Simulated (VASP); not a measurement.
# SrSn3Pd (I4mm) in VASP: single point with LDA

Aim: the single point of SrSn3Pd with LDA.

All numbers are computed with VASP 6.6.1; they aren't measurements. Logs are shortened: lines on timing, memory, paths and dates and some standing lists are left out, and cuts for length are marked.

## 1. The cell of the first run

It takes space group I4mm (No. 107, tetragonal). Conventional cell: a = 4.756 Å, b = 4.756 Å, c = 11.029 Å, α = 90.00°, β = 90.00°, γ = 90.00°. Around Sr (site symmetry 4mm) lie 12 Sn at 3.49 to 3.65 Å and 5 Pd at 3.74 to 3.87 Å. Around Sn (site symmetry 2mm) lie 2 Pd at 2.63 Å and 2 Sn at 3.00 Å. Around Sn (site symmetry 4mm) lie 1 Pd at 2.56 Å. Pd (site symmetry 4mm) is surrounded by 5 Sn at 2.56 to 2.63 Å.

## 2. Single point, LDA (relaxed again under DFT LDA, scalar-relativistic, plane waves, PAW)

INCAR reads:

```
ALGO = Fast ; EDIFF = 1E-6
ENCUT = 520 ; GGA = CA
ISIF = 2 ; ISMEAR = 0
LASPH = T ; LCHARG = F
LREAL = F ; LWAVE = F
NBANDS = 39 ; NELM = 100
PREC = Accurate ; SIGMA = 0.1
```

KPOINTS reads:

```
k-points
0
Gamma
  10 10 10
```

POSCAR reads:

```
SrSn3Pd
1.0
   -2.3778464748      2.3778464748      5.5142650849
    2.3778464748     -2.3778464748      5.5142650849
    2.3778464748      2.3778464748     -5.5142650849
Sr Sn Pd
1 3 1
Direct
   -0.0053541793     -0.0053541793      0.0000000000
    0.7457390322      0.2457390322      0.5000000000
    0.2457390322      0.7457390322      0.5000000000
    0.4114671915      0.4114671915      0.0000000000
    0.6434089232      0.6434089232      0.0000000000
```

Potentials or basis: VASP PAW LDA potentials, release 64 (Sr_sv, Sn_d, Pd).

On the command line:

```bash
> cat potpaw_LDA.64/Sr_sv/POTCAR potpaw_LDA.64/Sn_d/POTCAR potpaw_LDA.64/Pd/POTCAR > POTCAR
> mpirun -np 1 vasp_std > vasp.out
```

OUTCAR:

```text
EDIFF = 1E-6
   ENCUT = 520
   GGA = CA
   ISIF = 2
   ISMEAR = 0
   LASPH = T
   LREAL = F
   NELM = 100
   PREC = Accurate

 ion  position               nearest neighbor table
   1  0.995  0.995  0.000-   4 3.49   4 3.49   4 3.49   4 3.49   3 3.63   2 3.63   3 3.63   2 3.63
                             2 3.65   3 3.65   3 3.65   2 3.65   5 3.74   5 3.74   5 3.74   5 3.74
   2  0.746  0.246  0.500-   5 2.63   5 2.63   4 3.00   4 3.00   3 3.36   3 3.36   3 3.36   3 3.36
                             1 3.63   1 3.63   1 3.65   1 3.65
   3  0.246  0.746  0.500-   5 2.63   5 2.63   4 3.00   4 3.00   2 3.36   2 3.36   2 3.36   2 3.36
                             1 3.63   1 3.63   1 3.65   1 3.65
   4  0.411  0.411  0.000-   5 2.56   3 3.00   2 3.00   3 3.00   2 3.00   1 3.49   1 3.49   1 3.49
                             1 3.49
   5  0.643  0.643  0.000-   4 2.56   2 2.63   3 2.63   2 2.63   3 2.63   1 3.74   1 3.74   1 3.74
                             1 3.74   1 3.87

  LATTYP: Found a body centered tetragonal cell.
 ALAT       =     4.7556929496
 C/A-ratio  =     2.3190164476

  Lattice vectors:

 A1 = (  -2.3778464748,   2.3778464748,   5.5142650849)
 A2 = (   2.3778464748,  -2.3778464748,   5.5142650849)
 A3 = (   2.3778464748,   2.3778464748,  -5.5142650849)

Analysis of symmetry for initial positions (statically):
=====================================================================
 Subroutine PRICEL returns:
 Original cell was already a primitive cell.

 Routine SETGRP: Setting up the symmetry group for a
 body centered tetragonal supercell.

 Subroutine GETGRP returns: Found  8 space group operations
 (whereof  8 operations were pure point group operations)
 out of a pool of 16 trial point group operations.

The static configuration has the point symmetry C_4v.

Analysis of symmetry for dynamics (positions and initial velocities):
=====================================================================
 Subroutine PRICEL returns:
 Original cell was already a primitive cell.

 Routine SETGRP: Setting up the symmetry group for a
 body centered tetragonal supercell.

 Subroutine GETGRP returns: Found  8 space group operations
 (whereof  8 operations were pure point group operations)
 out of a pool of 16 trial point group operations.

The dynamic configuration has the point symmetry C_4v.

 Subroutine INISYM returns: Found  8 space group operations
 (whereof  8 operations are pure point group operations),
 and found     1 'primitive' translations

----------------------------------------------------------------------------------------

                                     Primitive cell

  volume of cell :     124.7140

  direct lattice vectors                    reciprocal lattice vectors
    -2.377846475  2.377846475  5.514265085     0.000000000  0.210274299  0.090673914
     2.377846475 -2.377846475  5.514265085     0.210274299  0.000000000  0.090673914
     2.377846475  2.377846475 -5.514265085     0.210274299  0.210274299  0.000000000

  length of vectors
     6.458748110  6.458748110  6.458748110     0.228991352  0.228991352  0.297372765

  position of ions in fractional coordinates (direct lattice)
     0.994645821  0.994645821  0.000000000
     0.745739032  0.245739032  0.500000000
     0.245739032  0.745739032  0.500000000
     0.411467192  0.411467192  0.000000000
     0.643408923  0.643408923  0.000000000

  ion indices of the primitive-cell ions
   primitive index   ion index
                 1           1
                 2           2
                 3           3
                 4           4
                 5           5

----------------------------------------------------------------------------------------

 KPOINTS: k-points

Automatic generation of k-mesh.
 Grid dimensions read from file:
 generate k-points for:   10   10   10

 Generating k-lattice:

  Cartesian coordinates                     Fractional coordinates (reciprocal lattice)
     0.000000000  0.021027430  0.009067391     0.100000000  0.000000000 -0.000000000
     0.021027430  0.000000000  0.009067391     0.000000000  0.100000000 -0.000000000
     0.021027430  0.021027430  0.000000000     0.000000000  0.000000000  0.100000000

  Length of vectors
     0.022899135  0.022899135  0.029737277

  Shift w.r.t. Gamma in fractional coordinates (k-lattice)
     0.000000000  0.000000000  0.000000000

 Subroutine IBZKPT returns following result:
 ===========================================

 Found    102 irreducible k-points:

 Following reciprocal coordinates:
            Coordinates               Weight
  0.000000  0.000000  0.000000      1.000000
  0.100000  0.000000  0.000000      8.000000
  0.200000  0.000000  0.000000      8.000000
  0.300000  0.000000 -0.000000      8.000000
  0.400000  0.000000  0.000000      8.000000
  0.500000  0.000000 -0.000000      4.000000
[... 16 lines left out ...]
  0.300000  0.300000 -0.000000      8.000000
  0.400000  0.300000  0.000000     16.000000
 [... further k-points ...]
   k-points           NKPTS =    102   k-points in BZ     NKDIM =    102   number of bands    NBANDS=     39
   number of dos      NEDOS =    301   number of ions     NIONS =      5
   total plane-waves  NPLWV = 110592
   dimension x,y,z NGX =    48 NGY =   48 NGZ =   48
   dimension x,y,z NGXF=    96 NGYF=   96 NGZF=   96
   ions per type =               1   3   1
   NGX,Y,Z   is equivalent  to a cutoff of  12.36, 12.36, 12.36 a.u.
   NGXF,Y,Z  is equivalent  to a cutoff of  24.71, 24.71, 24.71 a.u.
 SYSTEM =  unknown system
   PREC   = accura    normal or accurate (medium, high low for compatibility)
   ISTART =      0    job   : 0-new  1-cont  2-samecut
   ICHARG =      2    charge: 1-file 2-atom 10-const
   ISPIN  =      1    spin polarized calculation?
   LNONCOLLINEAR =      F non collinear calculations
   LSORBIT =      F    spin-orbit coupling
   LASPH  =      T    aspherical Exc in radial PAW
   ENCUT  =  520.0 eV  38.22 Ry    6.18 a.u.  12.01 12.01 12.01*2*pi/ulx,y,z
   NELM   =    100;   NELMIN=  2; NELMDL= -5     # of ELM steps
   EDIFF  = 0.1E-05   stopping-criterion for ELM
   LREAL  =      F    real-space projection
   EDIFFG = 0.1E-04   stopping-criterion for IOM
   NSW    =      0    number of steps for IOM
   IBRION =     -1    ionic relax: 0-MD 1-quasi-New 2-CG
   NFREE  =      0    steps in history (QN), initial steepest desc. (CG)
   ISIF   =      2    stress and relaxation
   ISYM   =      2    0-nonsym 1-usesym 2-fastsym
   POTIM  = 0.5000    time-step for ionic-motion
   TEBEG  =    0.0;   TEEND  =   0.0 temperature during run
   PSTRESS=    0.0 pullay stress
   NELECT =      62.0000    total number of electrons
   NUPDOWN=      -1.0000    fix difference up-down
   EMIN   =  10.00;   EMAX   =-10.00  energy-range for DOS
   EFERMI =   0.00;   METHOD = LEGACY
   ISMEAR =     0;   SIGMA  =   0.10  broadening in eV -4-tet -1-fermi 0-gaus
   EFERMI_NEDOS =   21; number of points for ismear=-14 and -15
   IALGO  =     68    algorithm
   IMIX   =      4    mixing-type and parameters
     AMIX     =   0.40;   BMIX     =  1.00
     AMIX_MAG =   1.60;   BMIX_MAG =  1.00
  volume/ion in A,a.u.               =      24.94       168.32
  Fermi-wavevector in a.u.,A,eV,Ry     =   1.296882  2.450751 22.883662  1.681902
  Thomas-Fermi vector in A             =   2.428310
   LORBIT       =      0    0 simple, 1 ext, 2 COOP (PROOUT), +10 PAW based schemes
   GGA     = CA    functional components
   LHFCALC =     F    Hartree Fock is set to
   AEXX    =    0.0000 exact exchange contribution
   IVDW    =     0    specifies the selected vdW correction
   LEPSILON=     F    determine dielectric tensor
   LRPA    =     F    only Hartree local field effects (RPA)
 non-spin polarized calculation
 RMM-DIIS sequential band-by-band and
 Gauss-broadening in eV      SIGMA  =   0.10
  energy-cutoff  :      520.00
  volume of cell :      124.71
 maximum number of plane-waves:      3379
   NGX = 23   NGY = 23   NGZ = 23

 number of electron      62.0000003 magnetization

 Free energy of the ion-electron system (eV)
  ---------------------------------------------------
  ext. energy  EPLUGINS =         0.00000000
  ---------------------------------------------------
  free energy    TOTEN  =       -25.00970836 eV

  energy without entropy =      -25.00004998  energy(sigma->0) =      -25.00487917

 E-fermi :   7.3613     XC(G=0): -10.6948

 val. band max:        7.3563471825   @ k =  -0.4000   0.5000   0.4000
 cond. band min:       7.3637299154   @ k =   0.2000   0.0000   0.0000
 fundamental gap:      0.0073827329
 Fermi energy:         7.3613252824

 k-point     1 :       0.0000    0.0000    0.0000
  band No.  band energies     occupation
      1     -28.3459      2.00000
      2     -14.1456      2.00000
      3     -14.1301      2.00000
      4     -14.1194      2.00000
      5     -14.1194      2.00000
      6     -14.0347      2.00000
[... 31 lines left out ...]
     38      11.2117      0.00000
     39      11.5919      0.00000

 k-point     2 :       0.1000    0.0000    0.0000
  band No.  band energies     occupation
      1     -28.3458      2.00000
      2     -14.1406      2.00000
      3     -14.1340      2.00000
      4     -14.1183      2.00000
      5     -14.1101      2.00000
      6     -14.0369      2.00000
[... 31 lines left out ...]
     38      11.3029      0.00000
     39      11.7981      0.00000

 k-point     3 :       0.2000    0.0000    0.0000
  band No.  band energies     occupation
      1     -28.3454      2.00000
      2     -14.1342      2.00000
      3     -14.1292      2.00000
      4     -14.1122      2.00000
      5     -14.0954      2.00000
      6     -14.0437      2.00000
[... 832 lines left out ...]
 k-point    23 :       0.3000    0.3000   -0.0000
  band No.  band energies     occupation
      1     -28.3442      2.00000
      2     -14.1323      2.00000
      3     -14.1138      2.00000
      4     -14.0722      2.00000
      5     -14.0709      2.00000
      6     -14.0537      2.00000
[... 31 lines left out ...]
     38      11.9252      0.00000
     39      11.9734      0.00000

 k-point    24 :       0.4000    0.3000    0.0000
  band No.  band energies     occupation
      1     -28.3439      2.00000
      2     -14.1249      2.00000
      3     -14.1115      2.00000
      4     -14.0832      2.00000
      5     -14.0585      2.00000
      6     -14.0454      2.00000
[... 31 lines left out ...]
     38      11.8597      0.00000
     39      12.0956      0.00000

 [... further k-points ...]

------------------------ aborting loop because EDIFF is reached ----------------------------------------

  FORCE on cell =-STRESS in cart. coord.  units (eV):
  Direction    XX          YY          ZZ          XY          YZ          ZX
  --------------------------------------------------------------------------------------
  -------------------------------------------------------------------------------------
  Total        0.1250974      0.1250974      0.1363756      0.0000000      0.0000000     -0.0000000
  in kB        1.6071032      1.6071032      1.7519910      0.0000000      0.0000000     -0.0000000
  external PRESSURE =       1.6553991 kB  Pullay stress =       0.0000000 kB

 VOLUME and BASIS-vectors are now :
 -----------------------------------------------------------------------------
  energy-cutoff  :      520.00
  volume of cell :      124.71
      direct lattice vectors                 reciprocal lattice vectors
    -2.377846475  2.377846475  5.514265085     0.000000000  0.210274299  0.090673914
     2.377846475 -2.377846475  5.514265085     0.210274299  0.000000000  0.090673914
     2.377846475  2.377846475 -5.514265085     0.210274299  0.210274299  0.000000000

 POSITION                                       TOTAL-FORCE (eV/Angst)
 -----------------------------------------------------------------------------------
      0.00000      0.00000     10.96948        -0.000000     -0.000000      0.002592
      0.00000      2.37785      2.71014         0.000000     -0.000000      0.006829
      2.37785      0.00000      2.71014        -0.000000      0.000000      0.006829
      0.00000      0.00000      4.53788         0.000000      0.000000     -0.013305
      0.00000      0.00000      7.09585        -0.000000     -0.000000     -0.002946
 -----------------------------------------------------------------------------------
    total drift:                               -0.000000     -0.000000      0.000104

  FREE ENERGIE OF THE ION-ELECTRON SYSTEM (eV)
  ---------------------------------------------------
  free  energy   TOTEN  =       -25.0097083576 eV

  energy  without entropy=      -25.0000499847  energy(sigma->0) =      -25.00487917
```

Wall time 20 min (1 thread of AMD EPYC 9R45 (Zen 5), shared host); peak memory 0.57 GiB.

Results:

```
Free energy            : -25.0097 eV
Pressure               : 0.2 GPa
Largest force          : 0.013 eV/Å
Band gap on the k mesh : none (metal or under the smearing width)
```

Forces on the atoms (eV/Å):
```
Sr   0.000  0.000  0.003
Sn   0.000  0.000  0.007
Sn   0.000  0.000  0.007
Sn   0.000  0.000 -0.013
Pd   0.000  0.000 -0.003
```

Levels at points of the mesh, in eV from the Fermi level:
```tsv
k point	band 27	band 28	band 29	band 30	band 31	band 32	band 33	band 34	band 35	band 36
(0.00, 0.00, 0.00)	-3.04	-2.58	-1.88	-1.88	0.31	0.31	0.51	1.00	3.39	3.51
(0.50, 0.00, 0.00)	-3.39	-2.91	-1.70	-0.80	-0.22	0.09	1.07	1.32	1.82	3.26
(0.50, 0.50, 0.00)	-3.42	-3.30	-2.49	-2.22	-2.03	1.59	2.04	2.75	3.64	4.19
(0.50, 0.50, 0.50)	-2.61	-2.61	-2.31	-0.27	1.08	1.55	1.55	2.03	2.49	2.87
```
